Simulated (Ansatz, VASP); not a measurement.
# BRh in VASP and in Ansatz

```xyz
4
Lattice="3.3552 0.0000 0.0000 -1.6776 2.9057 0.0000 0.0000 0.0000 4.0876" Properties=species:S:1:pos:R:3 pbc="T T T"
B     0.0000    0.0000    0.0000
B     0.0000    0.0000    2.0438
Rh    1.6776    0.9686    3.0657
Rh    0.0000    1.9371    1.0219
```

Alike in both runs: task single point; functional PBEsol; k mesh 11 × 11 × 8; occupations fermi-dirac, width 0.05 eV; no spin polarisation.

|  | VASP | Ansatz |
| --- | --- | --- |
| version | VASP 6.6.1 | Ansatz 0.2.0 |
| potentials or method | VASP PAW PBE potentials, release 64 (B, Rh_pv), cutoff 520 eV | all-electron LAPW, scalar-relativistic |

```tsv
	VASP	Ansatz	Ansatz less VASP
pressure (GPa)	0.2	0.0	-0.18
largest component of the traceless stress (GPa)	0.07	0.02	-0.052
```

Ansatz ran all-electron here, so the differences hold the error of VASP's frozen core and of both bases.

Caveats: the PAW data sets were made with another functional, which shifts forces and pressure a little (VASP).
